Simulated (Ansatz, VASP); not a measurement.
# Two plane-wave programs on TeO

```
CELL_PARAMETERS angstrom
0.00000 2.74244 3.03441
2.58523 0.00000 3.03441
2.58523 2.74244 0.00000
ATOMIC_POSITIONS crystal
Te 0.00000 0.00000 0.00000
O 0.50000 0.50000 0.50000
```

Change from the starting cell: species swapped into the TlF type (Fmmm, No. 69).

Alike in both runs: task single point; functional PBE; k mesh 6 × 6 × 6; occupations gaussian, width 0.1 eV; no spin polarisation.

|  | VASP | Ansatz |
| --- | --- | --- |
| version | VASP 6.6.1 | Ansatz 0.2.0 |
| potentials or method | VASP PAW PBE potentials, release 64 (Te, O) | scalar-relativistic, plane waves, PAW |
| plane-wave cutoff (eV) | 520 | 420 |
| valence electrons in the cell | 12 | 22 |

|  | VASP | Ansatz | Ansatz less VASP |
| --- | --- | --- | --- |
| gap on the k mesh at the Fermi level (eV) | none | none | - |
| pressure (GPa) | -12.5 | -12.3 | +0.22 |
| largest component of the traceless stress (GPa) | 6.03 | 5.97 | -0.056 |

A gap of «none» marks a metal or a gap that the smearing closes. The functional is the same, so the differences come from potentials, cutoffs and numerics. The two sets of potentials don't hold the same shells in valence.

Spin-orbit coupling is left out, which matters for the levels of Te.
